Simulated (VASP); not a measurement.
Input:

```
CoSi2
1.0
    0.00000     2.65056     2.65056
    2.65056     0.00000     2.65056
    2.65056     2.65056     0.00000
Co Si
1 2
Direct
  0.00000   0.00000   0.00000
  0.25000   0.25000   0.25000
  0.75000   0.75000   0.75000
```

Method: SCAN meta-GGA, VASP's PBE PAW potentials (set 64) (plane waves; VASP). Run with 520 eV cut-off, 11×11×11 Γ-centred mesh, tetrahedra with Blöchl corrections, potentials Co Si.

### Question
Give the energies of bands 2 to 11 at the high-symmetry points, in eV from the Fermi level.

### Answer

| band | Γ | X | U | L | W |
|---|---|---|---|---|---|
| 2 | -4.31 | -7.69 | -8.43 | -9.70 | -8.44 |
| 3 | -4.31 | -6.64 | -7.03 | -3.83 | -6.51 |
| 4 | -4.31 | -3.87 | -4.07 | -3.83 | -6.35 |
| 5 | -2.13 | -3.87 | -3.66 | -2.27 | -2.40 |
| 6 | -2.13 | -2.13 | -2.33 | -1.78 | -2.40 |
| 7 | 1.42 | -2.03 | -1.83 | -1.78 | -2.03 |
| 8 | 3.57 | -2.03 | -1.36 | -0.46 | -1.64 |
| 9 | 3.57 | -1.51 | -1.09 | -0.46 | -0.77 |
| 10 | 3.57 | 1.92 | 2.28 | 3.13 | 4.06 |
| 11 | 3.79 | 3.12 | 5.32 | 3.72 | 4.06 |

It has no gap at this level: it comes out as a metal or semimetal.

The compound is CoSi2 in the fluorite structure. It was relaxed first. The run is not spin-polarised, so no magnetic state was tried. The electron count is odd and the run is not spin-polarised, which forces a metal.
